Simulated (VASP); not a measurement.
Input:

```
Re
1.0
    2.55103     0.00000     0.00000
    0.00000     2.55103     0.00000
    0.00000     0.00000     2.55103
Re
1
Cartesian
  0.00000   0.00000   0.00000
```

Calculation: PBEsol GGA, VASP's PBE PAW potentials (set 64) (plane waves; VASP 6.6.1). Run with 400 eV cut-off, Gaussian smearing of 0.050 eV, potentials Re.

Question: Give the energies of bands 1 to 6 at the high-symmetry points, in eV from the Fermi level.

Answer: 
```tsv
band	Γ	X	M	R
1	-9.44	-5.96	-6.62	-4.98
2	-5.55	-4.59	-3.98	-4.98
3	-5.55	-1.07	0.61	-4.98
4	3.65	-0.14	0.61	6.68
5	3.65	-0.14	4.77	6.68
6	3.65	4.05	4.77	7.84
```

It has no gap at this level: it comes out as a metal or semimetal.

The structure was generated: Re was put into the simple-cubic type (Pm-3m), which need not be its known phase. It was relaxed first.
